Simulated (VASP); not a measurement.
Consider the following.

```xyz
3
Lattice="0.0000 3.7342 3.7342 3.7342 0.0000 3.7342 3.7342 3.7342 0.0000" Properties=species:S:1:pos:R:3 pbc="T T T"
K      5.6013     5.6013     5.6013
K      1.8671     1.8671     1.8671
S      0.0000     0.0000     0.0000
```

Computed with modified Becke-Johnson potential (mBJ), VASP's PBE PAW potentials (set 64) (plane waves; VASP). Numerical set-up: 400 eV cut-off, 4×4×4 Γ-centred mesh, Gaussian smearing of 0.050 eV, potentials K_sv S.

mBJ is a potential without an energy functional, so only the levels count.

Give the energies of bands 10 to 15 at the high-symmetry points, in eV from the valence-band maximum.

```json
[
 {"band": "10", "Γ": "-0.13", "X": "-0.43", "U": "-0.32", "L": "-0.33", "W": "-0.22"},
 {"band": "11", "Γ": "-0.13", "X": "0.00", "U": "-0.11", "L": "-0.05", "W": "-0.22"},
 {"band": "12", "Γ": "-0.13", "X": "0.00", "U": "-0.01", "L": "-0.05", "W": "0.00"},
 {"band": "13", "Γ": "4.87", "X": "5.83", "U": "6.02", "L": "7.01", "W": "6.03"},
 {"band": "14", "Γ": "6.75", "X": "6.83", "U": "6.99", "L": "7.05", "W": "7.21"},
 {"band": "15", "Γ": "6.75", "X": "7.82", "U": "7.83", "L": "7.38", "W": "7.21"}
]
```

The gap is indirect, 4.87 eV, from the valence maximum at X to the conduction minimum at Γ.

The structure comes from a computed database's K2S entry (Fm-3m); how it stands against other phases isn't given here. It was relaxed first. The cell's shape comes from a PBE relaxation.
